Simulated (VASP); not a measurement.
A VASP calculation is set up with these files.

**KPOINTS**
```
Automatic
0
G
  9 9 4
0 0 0
```

**INCAR**
```
# general
SYSTEM  = TaS2
PREC    = Accurate
ENCUT   = 300
LREAL   = F   # projection in real space or not
LASPH   = T   # aspherical one-centre terms

# electronic loop
EDIFF   = 1E-6   # SCF stop (eV)
NELM    = 100
ALGO    = Normal   # blocked Davidson
LMAXMIX = 6

# smearing
ISMEAR  = -1
SIGMA   = 0.1   # width (eV)

# functional
GGA     = PE

# ions
ISIF    = 2   # forces and stress, cell fixed

# output
LWAVE   = F
LCHARG  = F
```

POSCAR:
```
TaS2
1.0
  3.3974200000   0.0000000000   0.0000000000
 -1.6987090000   2.9422520000   0.0000000000
  0.0000000000   0.0000000000   6.1945270000
Ta S
1 2
Cartesian
  0.0000000000   0.0000000000   0.0000000000
  1.6987120320   0.9807496859   4.6724078256
 -0.0000010320   1.9615023141   1.5221191744
```

POTCAR, in this order: Ta_pv S (PBE.64 set). Program: vasp_std.

Question: Write an equivalent input for Ansatz.

Answer: One equivalent input (not run):
Ansatz 0.2 input:
```yaml
crystal:
  lattice:
    - [3.3974200, 0.0000000, 0.0000000]
    - [-1.6987090, 2.9422520, 0.0000000]
    - [0.0000000, 0.0000000, 6.1945270]
  atoms:
    - { symbol: Ta, position: [0.0000000, 0.0000000, 0.0000000] }
    - { symbol: S, position: [0.6666670, 0.3333330, 0.7542800] }
    - { symbol: S, position: [0.3333330, 0.6666670, 0.2457200] }
kpoints:
  mp_grid: { grid: [9, 9, 4] }
hamiltonian:
  xc: pbe
  pseudopotentials: { kind: paw }
scf:
  occupations: { method: fermi_dirac, width: 0.1 }
  max_iter: 100
output: { forces: true, stress: true, eigenvalues: true }
```
What does not carry over: each code has its own PAW files, so the cut-off isn't converted (ENCUT is set for VASP's; basis.ecutwfc is left out, and Ansatz then takes the one that its files recommend); Ansatz stops its SCF on the density residual and VASP on the energy change (EDIFF).

The structure comes from a computed database's TaS2 entry; how it stands against other phases isn't given here. The cell was not relaxed at this level, and its volume differs by -5.9 % from the start's.
